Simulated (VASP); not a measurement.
Method: PBE GGA, VASP's PBE PAW potentials (set 64) (plane waves; VASP 6.6.1).

VASP input:

File KPOINTS:
```
Automatic mesh
0
Gamma
14 14 14
0 0 0
```

INCAR:
```
ALGO = Normal
EDIFF = 1E-6
ENCUT = 400
GGA = PE
ISIF = 2
ISMEAR = 1
LASPH = .True.
LCHARG = .False.
LMAXMIX = 4
LREAL = .False.
LWAVE = .False.
NELM = 100
PREC = Normal
SIGMA = 0.1
SYSTEM = Pd
```

File POSCAR:
```
Pd
1
    0.0000000000     1.9450000000     1.9450000000
    1.9450000000     0.0000000000     1.9450000000
    1.9450000000     1.9450000000     0.0000000000
Pd
1
Direct
  0.0000000000   0.0000000000   0.0000000000
```

POTCAR, in this order: Pd (PBE.64 set). Program: vasp_std.

Output

File OSZICAR:
```
       N       E                     dE             d eps       ncg     rms          rms(c)
DAV:   1     0.313495372878E+02    0.31350E+02   -0.45543E+03  1904   0.832E+02
DAV:   2    -0.518483749291E+01   -0.36534E+02   -0.35339E+02  2034   0.173E+02
DAV:   3    -0.548104178453E+01   -0.29620E+00   -0.29526E+00  2234   0.178E+01
DAV:   4    -0.548244774574E+01   -0.14060E-02   -0.14058E-02  2197   0.115E+00
DAV:   5    -0.548246316679E+01   -0.15421E-04   -0.15421E-04  2201   0.991E-02    0.781E+00
DAV:   6    -0.520746417216E+01    0.27500E+00   -0.12217E+00  1911   0.105E+01    0.386E+00
DAV:   7    -0.519658954443E+01    0.10875E-01   -0.62254E-03  2084   0.720E-01    0.205E+00
DAV:   8    -0.519260646166E+01    0.39831E-02   -0.11073E-03  2008   0.289E-01    0.528E-02
DAV:   9    -0.519260809076E+01   -0.16291E-05   -0.13517E-05  2373   0.376E-02    0.149E-02
DAV:  10    -0.519261201376E+01   -0.39230E-05   -0.19201E-06  2145   0.149E-02    0.385E-03
DAV:  11    -0.519261177902E+01    0.23475E-06   -0.13122E-08   991   0.129E-03
   1 F= -.51926118E+01 E0= -.51920458E+01  d E =-.169806E-02
```

**OUTCAR**
```
------------------------ aborting loop because EDIFF is reached ----------------------------------------
  FORCE on cell =-STRESS in cart. coord.  units (eV):
  Direction    XX          YY          ZZ          XY          YZ          ZX
  --------------------------------------------------------------------------------------
  Total        0.6403341      0.6403341      0.6403341     -0.0000000      0.0000000     -0.0000000
  in kB       69.7153482     69.7153482     69.7153482     -0.0000000      0.0000000     -0.0000000
  external PRESSURE =      69.7153482 kB  Pullay stress =       0.0000000 kB
  volume of cell :       14.72
      direct lattice vectors                 reciprocal lattice vectors
     0.000000000  1.945000000  1.945000000    -0.257069409  0.257069409  0.257069409
     1.945000000  0.000000000  1.945000000     0.257069409 -0.257069409  0.257069409
     1.945000000  1.945000000  0.000000000     0.257069409  0.257069409 -0.257069409
 POSITION                                       TOTAL-FORCE (eV/Angst)
 -----------------------------------------------------------------------------------
      0.00000      0.00000      0.00000         0.000000      0.000000      0.000000
 -----------------------------------------------------------------------------------
    total drift:                               -0.000000     -0.000000     -0.000000
  FREE ENERGIE OF THE ION-ELECTRON SYSTEM (eV)
  ---------------------------------------------------
  free  energy   TOTEN  =        -5.1926117790 eV

  energy  without entropy=       -5.1909137236  energy(sigma->0) =       -5.19204576
```
(Selected blocks of OUTCAR.)

The compound is Pd in the fcc structure. The cell was not relaxed at this level. The run is one of a series of settings (PREC = Normal against the base run), some of them coarse on purpose.
